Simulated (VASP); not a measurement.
# A slab model of the (1 0 0) face of Pt3Pb, part 7 of 7

Aim: model the (1 0 0) face of Pt3Pb by a slab and find how far its highest filled level lies below the vacuum. The start is a cell from a database of measured crystal structures.

VASP 6.6.1, plane waves and PAW; the level of theory is named at each step.

So far. Step 8 (The slab in a field, field 0.1): Energy at zero smearing: -628.45244 eV.

### 9. The slab in a field, field 0.2

Level of this step: r2SCAN with rVV10; plane waves and PAW (Pt, Pb) (VASP).

Contents of INCAR:

```
SYSTEM = Pt3Pb
PREC = Normal
ENCUT = 300
EDIFF = 1E-06
NELM = 120
ISMEAR = 0
SIGMA = 0.1
LREAL = .FALSE.
ALGO = Normal
METAGGA = R2SCAN
LUSE_VDW = .TRUE.
IVDW_NL = 2
BPARAM = 11.95
CPARAM = 0.0093
LASPH = .TRUE.
NBANDS = 63
LORBIT = 11
LWAVE = .FALSE.
LCHARG = .FALSE.
KPAR = 2
IDIPOL = 3
LDIPOL = .TRUE.
DIPOL = 0.5 0.5 0.502
EFIELD = 0.2
LVHAR = .TRUE.
```

Contents of POSCAR:

```
Pt3Pb
1.0
    4.0580000000      0.0000000000      0.0000000000
    0.0000000000      4.0580000000      0.0000000000
    0.0000000000      0.0000000000     25.1450000000
Pt Pb
9 3
Direct
    0.0000000000      0.5000000000      0.2982700300
    0.5000000000      0.0000000000      0.2982700300
    0.5000000000      0.5000000000      0.3789620200
    0.0000000000      0.5000000000      0.4596540100
    0.5000000000      0.0000000000      0.4596540100
    0.5000000000      0.5000000000      0.5406246797
    0.0000000000      0.5000000000      0.6233645516
    0.5000000000      0.0000000000      0.6233645516
    0.5000000000      0.5000000000      0.6970228859
    0.0000000000      0.0000000000      0.3789620200
    0.0000000000      0.0000000000      0.5430129828
    0.0000000000      0.0000000000      0.7180680433
```

Contents of KPOINTS:

```
Automatic mesh
0
Gamma
5 5 1
0 0 0
```

PAW data sets: Pt and Pb (PBE family, release 64).

Started as:

```bash
> mpirun -np 2 vasp_std
```

Output:

```text
[... set-up lines as in an earlier step ...]
 entering main loop
       N       E                     dE             d eps       ncg     rms          rms(c)
Total rVV10 correction in eV:      2.8842970   149.7254159
Total rVV10 correction in eV:      2.8842970   149.7254159
DAV:   1    -0.484630943677E+02   -0.48463E+02   -0.33388E+04   756   0.909E+02
DAV:   2    -0.619613142216E+03   -0.57115E+03   -0.53788E+03   946   0.227E+02
DAV:   3    -0.658201962850E+03   -0.38589E+02   -0.36676E+02   920   0.580E+01
DAV:   4    -0.659645027276E+03   -0.14431E+01   -0.14295E+01  1016   0.109E+01
DAV:   5    -0.659682961221E+03   -0.37934E-01   -0.37918E-01   939   0.181E+00    0.319E+01
Total rVV10 correction in eV:      2.7658567   149.7451216
Total rVV10 correction in eV:      2.7658567   149.7451216
DAV:   6    -0.862568228528E+03   -0.20289E+03   -0.13157E+03  1402   0.163E+02    0.151E+02
Total rVV10 correction in eV:      2.7665112   149.7462705
Total rVV10 correction in eV:      2.7665112   149.7462705
DAV:   7    -0.767027048823E+03    0.95541E+02   -0.36920E+02   985   0.532E+01    0.996E+01
[...]
Total rVV10 correction in eV:      2.7539077   149.7257244
Total rVV10 correction in eV:      2.7539077   149.7257244
DAV:  53    -0.628480449511E+03    0.46080E-05   -0.61333E-06   752   0.135E-02    0.494E-02
Total rVV10 correction in eV:      2.7539427   149.7256991
Total rVV10 correction in eV:      2.7539427   149.7256991
DAV:  54    -0.628480471116E+03   -0.21605E-04   -0.48385E-06   692   0.131E-02    0.314E-02
Total rVV10 correction in eV:      2.7539612   149.7256791
Total rVV10 correction in eV:      2.7539612   149.7256791
DAV:  55    -0.628480489229E+03   -0.18113E-04   -0.25413E-06   600   0.911E-03    0.202E-02
Total rVV10 correction in eV:      2.7539695   149.7256531
Total rVV10 correction in eV:      2.7539695   149.7256531
DAV:  56    -0.628480499003E+03   -0.97743E-05   -0.18093E-06   596   0.809E-03    0.113E-02
Total rVV10 correction in eV:      2.7539788   149.7256258
Total rVV10 correction in eV:      2.7539788   149.7256258
DAV:  57    -0.628480499439E+03   -0.43657E-06   -0.14877E-06   540   0.715E-03
Total rVV10 correction in eV:      2.7539776   149.7256151
Total rVV10 correction in eV:      2.7539776   149.7256151
Total rVV10 correction in eV:      2.7539802   149.7256181
Total rVV10 correction in eV:      2.7539802   149.7256181
   1 F= -.62848050E+03 E0= -.62845816E+03  d E =-.446735E-01
```

Wall time 7.4 min (2 MPI ranks of AMD EPYC 7R43, shared host); peak memory 0.66 GiB.

From OUTCAR (step 9):

```text
  Total       -7.1328975     -7.1328975     -2.1813641      0.0000000      0.0000000      0.0000000
  in kB      -27.5994764    -27.5994764     -8.4403999      0.0000000      0.0000000      0.0000000
  external PRESSURE =     -21.2131175 kB  Pullay stress =       0.0000000 kB

 POSITION                                       TOTAL-FORCE (eV/Angst)
 -----------------------------------------------------------------------------------
      0.00000      2.02900      7.50000        -0.000000     -0.000000      0.475534
      2.02900      0.00000      7.50000        -0.000000     -0.000000      0.475534
      2.02900      2.02900      9.52900        -0.000000      0.000000     -0.214860
      0.00000      2.02900     11.55800        -0.000000     -0.000000      0.075965
      2.02900      0.00000     11.55800        -0.000000     -0.000000      0.075965
      2.02900      2.02900     13.59401        -0.000000     -0.000000     -0.030099
      0.00000      2.02900     15.67450        -0.000000     -0.000000     -0.002301
      2.02900      0.00000     15.67450        -0.000000     -0.000000     -0.002301
      2.02900      2.02900     17.52664        -0.000000      0.000000      0.042335
      0.00000      0.00000      9.52900        -0.000000     -0.000000     -0.890524
      0.00000      0.00000     13.65406        -0.000000     -0.000000      0.004927
      0.00000      0.00000     18.05582         0.000000     -0.000000     -0.010177
 -----------------------------------------------------------------------------------
    total drift:                                0.000000      0.000000      0.010019

  FREE ENERGIE OF THE ION-ELECTRON SYSTEM (eV)
  ---------------------------------------------------
  free  energy   TOTEN  =      -628.4804994394 eV

  energy  without entropy=     -628.4358259208  energy(sigma->0) =     -628.45816268

[... 2 parts as in an earlier step ...]

[... 1 further part left out ...]
[key lines of the parts left out:]
E-fermi :   2.2105
```

The planar average of the electrostatic potential oscillates, so the rows of the table below give means over windows of 2.1 Å about each position, cut where the curve ends. Its maxima inside the range that stand out by 2 % of the span (Å: eV): 0.5: 6.78, 8.5: -2.44, 10.6: -2.92, 12.6: -2.37, 14.7: -2.72, 16.6: -2.20, 20.5: 3.97. Its minima: 7.6: -15.7, 9.5: -15.4, 11.5: -16.5, 13.6: -15.5, 15.7: -16.4, 17.7: -13.9, 24.7: 3.21.

Zero at the Fermi level. Planar average of the electrostatic potential against height; means over each step:

height (Å), planar average of the electrostatic potential (eV) and a bar from the least value:
```
     1.05        6.5 ##############################
     3.15        6.2 ##############################
     5.25        5.5 ############################
     7.35       -8.0 ###
     9.45       -9.6 
    11.55       -9.6 
    13.65       -9.7 
    15.75       -9.5 
    17.85       -8.6 ##
    19.95        3.3 ########################
    22.05        3.7 #########################
    24.15        3.4 ########################
```

Energy at zero smearing: -628.45816 eV.

### 10. Side by side

Times are for 2 MPI ranks of AMD EPYC 7R43, shared host. The series side by side:

| no. | field | electronic cycles | free energy (TOTEN) less the lowest (eV) | time | memory (GiB) |
| --- | --- | --- | --- | --- | --- |
| 1 | -0.1 | 59 | 0 | 8.9 min | 0.68 |
| 2 | 0.1 | 46 | 0.02611 | 5.8 min | 0.7 |
| 3 | 0.2 | 57 | 0.02064 | 7.4 min | 0.66 |

The planar average of the electrostatic potential (-0.1) oscillates, so the rows of the table below give means over windows of 2.04 Å about each position, cut where the curve ends. Its maxima inside the range that stand out by 2 % of the span (Å: eV): 4.9: 5.51, 8.5: -2.45, 10.6: -2.92, 12.6: -2.38, 14.7: -2.72, 16.6: -2.21. Its minima: 7.6: -15.7, 9.5: -15.4, 11.5: -16.5, 13.6: -15.5, 15.7: -16.4, 17.7: -13.9.

The runs together. Table of planar average of the electrostatic potential by height; means over each step:

| height (Å) | -0.1 (eV) | 0.1 (eV) | 0.2 (eV) |
| --- | --- | --- | --- |
| 1.02 | 5.15 | 6.05 | 6.51 |
| 3.06 | 5.36 | 5.96 | 6.26 |
| 5.10 | 5.35 | 5.55 | 5.65 |
| 7.14 | -7.34 | -7.34 | -7.33 |
| 9.18 | -9.67 | -9.67 | -9.66 |
| 11.22 | -10.0 | -10.0 | -10.0 |
| 13.26 | -9.73 | -9.72 | -9.72 |
| 15.30 | -9.90 | -9.89 | -9.89 |
| 17.34 | -8.74 | -8.73 | -8.73 |
| 19.38 | 1.29 | 1.23 | 1.21 |
| 21.42 | 4.40 | 4.02 | 3.84 |
| 23.46 | 4.62 | 3.84 | 3.46 |

### 11. Derived quantities

This step: slab, r2SCAN + rVV10; plane waves and PAW (VASP 6.6.1).

Derived from the runs above.

Numbers from this step:

| Item | Value |
| --- | --- |
| surface energy, as cut | 1.945 J/m² |
| relaxation gain | 0.3495 J/m² |
| surface energy, relaxed | 1.595 J/m² |
| polarisability per area of the slab or monolayer | 1.079 Å |

VASP counts both for electrons: a positive EFIELD is a field along -c, and a positive dipole, in electrons times A, points along -c. Field, by row:

| EFIELD (eV/Å) | dipole along z (e Å) | energy change (eV) |
| --- | --- | --- |
| -0.1 | -0.2536 | -0.01907 |
| 0 | -0.1304 | 0 |
| 0.1 | -0.007049 | 0.006599 |
| 0.2 | 0.1165 | 8.81e-4 |

The surface energy as cut is the slab's energy at the first step, less 12 times the bulk energy an atom (-52.6748 eV), over twice the area of 16.47 Å².

The polarisability is the slope of the dipole against the field, as a volume for each unit of area.

### 12. Outcome

```json
{
 "surface energy, relaxed": "1.60 J/m²",
 "surface energy, as cut": "1.94 J/m²",
 "work function of the slab": "4.22 eV",
 "polarisability per area of the slab or monolayer": "1.08 Å"
}
```

The work function is 4.22 eV at the upper face and 5.65 eV at the lower, which was held as cut. The surface costs 1.60 J/m²; for a metal this figure can move by about 0.1 J/m² with the k mesh. Relaxing the upper layers lowers the surface energy from 1.94 to 1.60 J/m². The value as cut is the mean over both faces, and the gain of the relaxation is booked to the faces that were free. The atom that ends on top (Pb) moved outwards by 0.41 Å. Spin-orbit coupling is left out, which matters for the heavy elements here. The two faces are unlike, so this surface energy mixes both and is that of neither alone. The cell in the plane was kept as given and was not relaxed here.

[Lines on the potential files, build, host, timing and source positions are cut from VASP's logs without a mark.]

[Logs are printed without paths, hosts, clocks, repeated set-up lines and the standing remarks that a program may print on its own settings, such as how far it seeks lower states.]

[Hosts, paths, dates, database ids (printed as entryN), source tags and the programs' standing remarks are cut or masked in the printed files.]

[In band tables of VASP the shares of atoms and orbitals are scaled to a sum of 1 inside the atoms' spheres.]

[Runs that stopped without an error message from VASP are left out.]
